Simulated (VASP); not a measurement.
```
CELL_PARAMETERS angstrom
      0.00000     2.44000     2.44000
      2.44000     0.00000     2.44000
      2.44000     2.44000     0.00000
ATOMIC_POSITIONS crystal
  Y  0.00000 0.00000 0.00000
  N  0.50000 0.50000 0.50000
```

The base run (VASP): PBE GGA, plane waves, VASP's PBE PAW potentials (set 64). Run with 520 eV cut-off, 8×8×8 Γ-centred mesh, Gaussian smearing of 0.050 eV, potentials Y_sv N.

One setting is varied; ΔE counts from the base run. The base run took about 10 core-seconds. Times come from single runs on busy shared machines, so they are rough: good to a factor of about 2.

Pressures at a finite cut-off, here 520 eV, hold a Pulay part, which wasn't tested here.

```tsv
setting	cost over the base run	electronic steps	ΔE (meV/atom)	pressure (GPa)
ISYM = 1	within a factor of 2	13	0.0	2.48
SYMPREC = 1E-3	within a factor of 2	13	0.0	2.48
base run	reference	13	0.0	2.48
ISYM = 0	about 6 times	13	0.0	2.48
ISYM = -1	[?]	13	0.0	2.48
```

What belongs in the gaps?

- ISYM = -1, cost over the base run: about 10 times

Left out are runs that failed, have no time on record or changed the cell.

The compound is YN in the rock salt structure. The cell was not relaxed at this level.
